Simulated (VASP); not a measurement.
Given:

```xyz
2
Lattice="2.9899 0.0000 0.0000 0.0000 2.9899 0.0000 0.0000 0.0000 2.9899" Properties=species:S:1:pos:R:3 pbc="T T T"
Cu     0.0000     0.0000     0.0000
As     1.4950     1.4950     1.4950
```

These are PBE GGA, VASP's PBE PAW potentials (set 64) (plane waves; VASP) values and carry that method's errors. Settings: 400 eV cut-off, 8×8×8 Γ-centred mesh, Gaussian smearing of 0.050 eV, potentials Cu As.

**Question.** Give the stress tensor in GPa (positive for a compressed cell).

**Answer.** 
```
23.05   0.00   0.00
 0.00  23.05   0.00
 0.00   0.00  23.05
```
The pressure is its mean diagonal, 23.05 GPa.

The structure was generated: CuAs was put into the CsCl type (Pm-3m), which need not be its known phase. The cell was not relaxed at this level.
